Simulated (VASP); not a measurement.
Consider the following.

```
SrTiO3
1.0
    3.82953     0.00000     0.00000
    0.00000     3.82953     0.00000
    0.00000     0.00000     3.82953
Sr Ti O
1 1 3
Direct
  0.00000   0.00000   0.00000
  0.50000   0.50000   0.50000
  0.50000   0.00000   0.50000
  0.00000   0.50000   0.50000
  0.50000   0.50000   0.00000
```

These are LDA (Ceperley-Alder, Perdew-Zunger), VASP's LDA PAW potentials (set 64) (plane waves; VASP) values and carry that method's errors. Numerical set-up: 620 eV cut-off, 6×6×6 Γ-centred mesh, Gaussian smearing of 0.050 eV, potentials Sr_sv Ti_sv O.

Energy and stress use the plane-wave basis of the starting cell.

### Question
The ions, cell shape and volume at an external pressure of 10.0 GPa are relaxed. Give the cell that the relaxation ends in.

### Answer

```
SrTiO3
1.0
    3.80230     0.00000     0.00000
    0.00000     3.80230     0.00000
    0.00000     0.00000     3.80230
Sr Ti O
1 1 3
Direct
  0.00000   0.00000   0.00000
  0.50000   0.50000   0.50000
  0.50000   0.00000   0.50000
  0.00000   0.50000   0.50000
  0.50000   0.50000   0.00000
```
Space group Pm-3m (221), at a tolerance of 0.03 Å.

### Question
How do energy and volume change from the first to the last step?

### Answer
The energy (σ→0) changes by +11.0 meV/atom and the volume by -2.1 %, in 3 ionic steps.

The compound is SrTiO3 in the cubic perovskite structure, the ideal cubic form; the compound distorts at low or room temperature. This run relaxes it under an external pressure of 10 GPa. Symmetry was kept, so distortions that lower it aren't found.
